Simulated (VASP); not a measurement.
# Cl2Cd in VASP: notebook

Aim: see how the results for Cl2Cd move with the level of theory and the settings. Levels: PBE+TS, PBE, SCAN, vdW-DF2. Tasks: atomic charges, electron localisation function, relaxation of the atoms, single point.

Everything below comes from runs of VASP 6.6.1. Logs are shortened: lines on timing, memory, paths and dates and some standing lists are left out, and cuts for length are marked.

## (1) The molecule as given

The cell holds a molecule in a box, 3 atoms: a = 13.000 Å, b = 12.000 Å, c = 11.000 Å, α = 90.00°, β = 90.00°, γ = 90.00°.

## (2) Atomic charges, PBE+TS

INCAR reads:

```
SYSTEM = CdCl2
PREC = Accurate
ENCUT = 520
EDIFF = 1E-7
ISMEAR = 0
SIGMA = 0.01
LREAL = .FALSE.
LASPH = .TRUE.
NELM = 80
ALGO = Normal
ISIF = 2
LWAVE = .FALSE.
LCHARG = .FALSE.
GGA = PE
IVDW = 2
LORBIT = 10
```

KPOINTS reads:

```
Automatic mesh
0
G
  1 1 1
  0 0 0
```

POSCAR reads:

```
CdCl2
1.0
   13.0000000000      0.0000000000      0.0000000000
    0.0000000000     12.0000000000      0.0000000000
    0.0000000000      0.0000000000     11.0000000000
Cl Cd
2 1
Direct
    0.6188038500      0.6143125000      0.5919909100
    0.3831961500      0.3891875000      0.4141909100
    0.5009807700      0.5017791700      0.5030818200
```

Potentials or basis: VASP PAW PBE potentials, release 64 (Cl, Cd).

On the command line:

```console
$ cat potpaw_PBE.64/Cl/POTCAR potpaw_PBE.64/Cd/POTCAR > POTCAR
$ mpirun -np 1 vasp_gam > vasp.out
```

OUTCAR:

```text
SYSTEM = CdCl2
   PREC = Accurate
   ENCUT = 520
   EDIFF = 1E-7
   ISMEAR = 0
   LREAL = .FALSE.
   LASPH = .TRUE.
   NELM = 80
   ISIF = 2
   GGA = PE
   IVDW = 2
   LORBIT = 10
  IVDW =   2

 ion  position               nearest neighbor table
   1  0.619  0.614  0.592-   3 2.26
   2  0.383  0.389  0.414-   3 2.26
   3  0.501  0.502  0.503-   2 2.26   1 2.26

  LATTYP: Found a simple orthorhombic cell.
 ALAT       =    11.0000000000
 B/A-ratio  =     1.0909090909
 C/A-ratio  =     1.1818181818

  Lattice vectors:

 A1 = (   0.0000000000,   0.0000000000, -11.0000000000)
 A2 = (   0.0000000000,  12.0000000000,   0.0000000000)
 A3 = (  13.0000000000,   0.0000000000,   0.0000000000)

Analysis of symmetry for initial positions (statically):
=====================================================================
 Subroutine PRICEL returns:
 Original cell was already a primitive cell.

 Routine SETGRP: Setting up the symmetry group for a
 simple orthorhombic supercell.

 Subroutine GETGRP returns: Found  1 space group operations
 (whereof  1 operations were pure point group operations)
 out of a pool of  8 trial point group operations.

The static configuration has the point symmetry C_1 .

Analysis of symmetry for dynamics (positions and initial velocities):
=====================================================================
 Subroutine PRICEL returns:
 Original cell was already a primitive cell.

 Routine SETGRP: Setting up the symmetry group for a
 simple orthorhombic supercell.

 Subroutine GETGRP returns: Found  1 space group operations
 (whereof  1 operations were pure point group operations)
 out of a pool of  8 trial point group operations.

The dynamic configuration has the point symmetry C_1 .

 Subroutine INISYM returns: Found  1 space group operations
 (whereof  1 operations are pure point group operations),
 and found     1 'primitive' translations

----------------------------------------------------------------------------------------

                                     Primitive cell

  volume of cell :    1716.0000

  direct lattice vectors                    reciprocal lattice vectors
    13.000000000  0.000000000  0.000000000     0.076923077  0.000000000  0.000000000
     0.000000000 12.000000000  0.000000000     0.000000000  0.083333333  0.000000000
     0.000000000  0.000000000 11.000000000     0.000000000  0.000000000  0.090909091

  length of vectors
    13.000000000 12.000000000 11.000000000     0.076923077  0.083333333  0.090909091

  position of ions in fractional coordinates (direct lattice)
     0.618803850  0.614312500  0.591990910
     0.383196150  0.389187500  0.414190910
     0.500980770  0.501779170  0.503081820

  ion indices of the primitive-cell ions
   primitive index   ion index
                 1           1
                 2           2
                 3           3

----------------------------------------------------------------------------------------

 KPOINTS: Automatic mesh

Automatic generation of k-mesh.
 Grid dimensions read from file:
 generate k-points for:    1    1    1

 Generating k-lattice:

  Cartesian coordinates                     Fractional coordinates (reciprocal lattice)
     0.076923077  0.000000000  0.000000000     1.000000000  0.000000000  0.000000000
     0.000000000  0.083333333  0.000000000     0.000000000  1.000000000  0.000000000
     0.000000000  0.000000000  0.090909091     0.000000000  0.000000000  1.000000000

  Length of vectors
     0.076923077  0.083333333  0.090909091

  Shift w.r.t. Gamma in fractional coordinates (k-lattice)
     0.000000000  0.000000000  0.000000000

 Subroutine IBZKPT returns following result:
 ===========================================

 Found      1 irreducible k-points:

 Following reciprocal coordinates:
            Coordinates               Weight
  0.000000  0.000000  0.000000      1.000000
   k-points           NKPTS =      1   k-points in BZ     NKDIM =      1   number of bands    NBANDS=     17
   number of dos      NEDOS =    301   number of ions     NIONS =      3
   total plane-waves  NPLWV = 740880
   dimension x,y,z NGX =    98 NGY =   90 NGZ =   84
   dimension x,y,z NGXF=   196 NGYF=  180 NGZF=  168
   ions per type =               2   1
   NGX,Y,Z   is equivalent  to a cutoff of  12.53, 12.47, 12.70 a.u.
   NGXF,Y,Z  is equivalent  to a cutoff of  25.06, 24.94, 25.39 a.u.
 SYSTEM =  CdCl2
   PREC   = accura    normal or accurate (medium, high low for compatibility)
   ISTART =      0    job   : 0-new  1-cont  2-samecut
   ICHARG =      2    charge: 1-file 2-atom 10-const
   ISPIN  =      1    spin polarized calculation?
   LNONCOLLINEAR =      F non collinear calculations
   LSORBIT =      F    spin-orbit coupling
   LASPH  =      T    aspherical Exc in radial PAW
   ENCUT  =  520.0 eV  38.22 Ry    6.18 a.u.  24.17 22.31 20.45*2*pi/ulx,y,z
   NELM   =     80;   NELMIN=  2; NELMDL= -5     # of ELM steps
   EDIFF  = 0.1E-06   stopping-criterion for ELM
   LREAL  =      F    real-space projection
   EDIFFG = 0.1E-05   stopping-criterion for IOM
   NSW    =      0    number of steps for IOM
   IBRION =     -1    ionic relax: 0-MD 1-quasi-New 2-CG
   NFREE  =      0    steps in history (QN), initial steepest desc. (CG)
   ISIF   =      2    stress and relaxation
   ISYM   =      2    0-nonsym 1-usesym 2-fastsym
   POTIM  = 0.5000    time-step for ionic-motion
   TEBEG  =    0.0;   TEEND  =   0.0 temperature during run
   PSTRESS=    0.0 pullay stress
   NELECT =      26.0000    total number of electrons
   NUPDOWN=      -1.0000    fix difference up-down
   EMIN   =  10.00;   EMAX   =-10.00  energy-range for DOS
   EFERMI =   0.00;   METHOD = LEGACY
   ISMEAR =     0;   SIGMA  =   0.01  broadening in eV -4-tet -1-fermi 0-gaus
   EFERMI_NEDOS =   21; number of points for ismear=-14 and -15
   IALGO  =     38    algorithm
   IMIX   =      4    mixing-type and parameters
     AMIX     =   0.40;   BMIX     =  1.00
     AMIX_MAG =   1.60;   BMIX_MAG =  1.00
  volume/ion in A,a.u.               =     572.00      3860.05
  Fermi-wavevector in a.u.,A,eV,Ry     =   0.405098  0.765524  2.232777  0.164104
  Thomas-Fermi vector in A             =   1.357169
   LORBIT       =     10    0 simple, 1 ext, 2 COOP (PROOUT), +10 PAW based schemes
   GGA     = PE    functional components
   LHFCALC =     F    Hartree Fock is set to
   AEXX    =    0.0000 exact exchange contribution
   IVDW    =     2    specifies the selected vdW correction
   LEPSILON=     F    determine dielectric tensor
   LRPA    =     F    only Hartree local field effects (RPA)
 non-spin polarized calculation
 Gauss-broadening in eV      SIGMA  =   0.01
  energy-cutoff  :      520.00
  volume of cell :     1716.00
 maximum number of plane-waves:     23131
 NGX is ok and might be reduce to    98
   NGX = 49   NGY = 45   NGZ = 41

 number of electron      25.9999998 magnetization

 Free energy of the ion-electron system (eV)
  ---------------------------------------------------
  ext. energy  EPLUGINS =         0.00000000
  ---------------------------------------------------
  free energy    TOTEN  =        -6.56705007 eV

  energy without entropy =       -6.56705007  energy(sigma->0) =       -6.56705007

 E-fermi :  -7.2048     XC(G=0):  -0.8576

 val. band max:       -7.2511058867   @ k =   0.0000   0.0000   0.0000
 cond. band min:      -2.7581713836   @ k =   0.0000   0.0000   0.0000
 fundamental gap:      4.4929345031
 Fermi energy:        -7.2047764663

 k-point     1 :       0.0000    0.0000    0.0000
  band No.  band energies     occupation
      1     -20.1002      2.00000
      2     -19.6938      2.00000
      3     -13.9931      2.00000
      4     -13.8662      2.00000
      5     -13.8661      2.00000
      6     -13.7434      2.00000
[... 9 lines left out ...]
     16      -1.0891      0.00000
     17       0.0410      0.00000

------------------------ aborting loop because EDIFF is reached ----------------------------------------

  Hirshfeld charges:
            ion         q(e)
   ------------------------------
      1     Cl      -0.26008659
      2     Cl      -0.26008288
      3     Cd       0.52016947

  Tkatchenko/Scheffler method for vdW energy calculation

  Number of pair interactions contributing to vdW energy:    1808

  Edisp (eV):   -0.00898

  FORCE on cell =-STRESS in cart. coord.  units (eV):
  Direction    XX          YY          ZZ          XY          YZ          ZX
  --------------------------------------------------------------------------------------
  -------------------------------------------------------------------------------------
  Total       0.45529     0.34688     0.16902     0.42729     0.27584     0.31233
  in kB       0.42510     0.32387     0.15781     0.39895     0.25755     0.29161
  external pressure =        0.30 kB  Pullay stress =        0.00 kB

 VOLUME and BASIS-vectors are now :
 -----------------------------------------------------------------------------
  energy-cutoff  :      520.00
  volume of cell :     1716.00
      direct lattice vectors                 reciprocal lattice vectors
    13.000000000  0.000000000  0.000000000     0.076923077  0.000000000  0.000000000
     0.000000000 12.000000000  0.000000000     0.000000000  0.083333333  0.000000000
     0.000000000  0.000000000 11.000000000     0.000000000  0.000000000  0.090909091

 POSITION                                       TOTAL-FORCE (eV/Angst)
 -----------------------------------------------------------------------------------
      8.04445      7.37175      6.51190         0.157914      0.139781      0.102065
      4.98155      4.67025      4.55610        -0.157601     -0.139352     -0.102298
      6.51275      6.02135      5.53390        -0.000312     -0.000429      0.000232
 -----------------------------------------------------------------------------------
    total drift:                               -0.000584     -0.000167     -0.000036

  FREE ENERGIE OF THE ION-ELECTRON SYSTEM (eV)
  ---------------------------------------------------
  free  energy   TOTEN  =        -6.5760341364 eV

  energy  without entropy=       -6.5760341364  energy(sigma->0) =       -6.57603414

 total charge

# of ion       s       p       d       tot
------------------------------------------
    1        1.602   3.493   0.000   5.095
    2        1.602   3.493   0.000   5.095
    3        0.493   0.268   9.547  10.308
--------------------------------------------------
tot          3.696   7.254   9.547  20.497
```

It took 84 s on 1 thread of Intel Xeon 6975P-C (Granite Rapids), shared host; peak memory 1.2 GiB.

Results:

```
Free energy                                           : -6.5760 eV
Largest force                                         : 0.234 eV/Å
Gap between the frontier levels                       : 4.49 eV
Valence electrons inside the program's atomic spheres : Cl 5.09; Cd 10.31
Hirshfeld charges                                     : Cl -0.26; Cd +0.52 e
Dispersion energy per atom                            : -0.003 eV
```

Forces in eV/Å, atoms in the order of the input:
```
Cl   0.158  0.140  0.102
Cl  -0.158 -0.139 -0.102
Cd   0.000  0.000  0.000
```

## (3) Electron localisation function, PBE

INCAR reads:

```
ALGO = Fast
EDIFF = 1E-6
ENCUT = 520
GGA = PE
ISIF = 2
ISMEAR = 0
LASPH = True
LCHARG = True
LELF = True
LREAL = False
LWAVE = False
NELM = 60
PREC = Accurate
SIGMA = 0.01
```

KPOINTS reads:

```
k-points
0
Gamma
  1 1 1
```

POSCAR is that of step 2.

Potentials or basis: VASP PAW PBE potentials, release 64 (Cl, Cd).

On the command line:

```console
$ cat potpaw_PBE.64/Cl/POTCAR potpaw_PBE.64/Cd/POTCAR > POTCAR
$ mpirun -np 1 vasp_gam > vasp.out
```

OUTCAR:

```text
EDIFF = 1E-6
   ENCUT = 520
   GGA = PE
   ISIF = 2
   ISMEAR = 0
   LASPH = True
   LREAL = False
   NELM = 60
   PREC = Accurate

 ion  position               nearest neighbor table
   1  0.619  0.614  0.592-   3 2.26
   2  0.383  0.389  0.414-   3 2.26
   3  0.501  0.502  0.503-   2 2.26   1 2.26

  LATTYP: Found a simple orthorhombic cell.
 ALAT       =    11.0000000000
[... 190 lines left out ...]

------------------------ aborting loop because EDIFF is reached ----------------------------------------

  FORCE on cell =-STRESS in cart. coord.  units (eV):
  Direction    XX          YY          ZZ          XY          YZ          ZX
  --------------------------------------------------------------------------------------
  -------------------------------------------------------------------------------------
  Total        0.4729529      0.3615687      0.1785205      0.4415300      0.2848146      0.3225585
  in kB        0.4415818      0.3375858      0.1666792      0.4122432      0.2659228      0.3011632
  external PRESSURE =       0.3152823 kB  Pullay stress =       0.0000000 kB

 VOLUME and BASIS-vectors are now :
 -----------------------------------------------------------------------------
  energy-cutoff  :      520.00
  volume of cell :     1716.00
      direct lattice vectors                 reciprocal lattice vectors
    13.000000000  0.000000000  0.000000000     0.076923077  0.000000000  0.000000000
     0.000000000 12.000000000  0.000000000     0.000000000  0.083333333  0.000000000
     0.000000000  0.000000000 11.000000000     0.000000000  0.000000000  0.090909091

 POSITION                                       TOTAL-FORCE (eV/Angst)
 -----------------------------------------------------------------------------------
      8.04445      7.37175      6.51190         0.163385      0.144568      0.105505
      4.98155      4.67025      4.55610        -0.163072     -0.144137     -0.105736
      6.51275      6.02135      5.53390        -0.000313     -0.000431      0.000231
 -----------------------------------------------------------------------------------
    total drift:                               -0.000582     -0.000166     -0.000037

  FREE ENERGIE OF THE ION-ELECTRON SYSTEM (eV)
  ---------------------------------------------------
  free  energy   TOTEN  =        -6.5670492812 eV

  energy  without entropy=       -6.5670492812  energy(sigma->0) =       -6.56704928
```

OSZICAR:

```text
N       E                     dE             d eps       ncg     rms          rms(c)
DAV:   1     0.287060208732E+03    0.28706E+03   -0.59463E+03    34   0.901E+02
DAV:   2     0.830357792240E+02   -0.20402E+03   -0.18702E+03    44   0.180E+02
DAV:   3    -0.179705403302E-01   -0.83054E+02   -0.82858E+02    44   0.120E+02
[... 17 lines left out ...]
RMM:  21    -0.656704270587E+01   -0.51142E-05   -0.42856E-06    36   0.908E-03    0.258E-03
RMM:  22    -0.656704458854E+01   -0.18827E-05   -0.28230E-06    34   0.715E-03    0.449E-03
RMM:  23    -0.656704732627E+01   -0.27377E-05   -0.35299E-07    25   0.338E-03    0.226E-03
RMM:  24    -0.656704878232E+01   -0.14560E-05   -0.49572E-07    29   0.379E-03    0.768E-04
RMM:  25    -0.656704928123E+01   -0.49891E-06   -0.41848E-08    19   0.178E-03
   1 F= -.65670493E+01 E0= -.65670493E+01  d E =-.395106E-11
```

stdout:

```text
POSCAR found type information on POSCAR ClCd
 POSCAR found :  2 types and       3 ions
 scaLAPACK will be used
 LDA part: xc-table for (Slater+PW92), standard interpolation
 POSCAR, INCAR and KPOINTS ok, starting setup
 FFT: planning ... GRIDC
 FFT: planning ... GRID_SOFT
 FFT: planning ... GRID
 WAVECAR not read
 entering main loop
```

Wall time 89 s (1 thread of Intel Xeon 6975P-C (Granite Rapids), shared host); peak memory 1.2 GiB.

What came out:

```yaml
Free_energy: -6.5670 eV
Largest_force: 0.242 eV/Å
Gap_between_the_frontier_levels: 4.49 eV
```

Forces in eV/Å, atoms in the order of the input:
```
Cl   0.163  0.145  0.106
Cl  -0.163 -0.144 -0.106
Cd   0.000  0.000  0.000
```

[end of part 1 of 2]
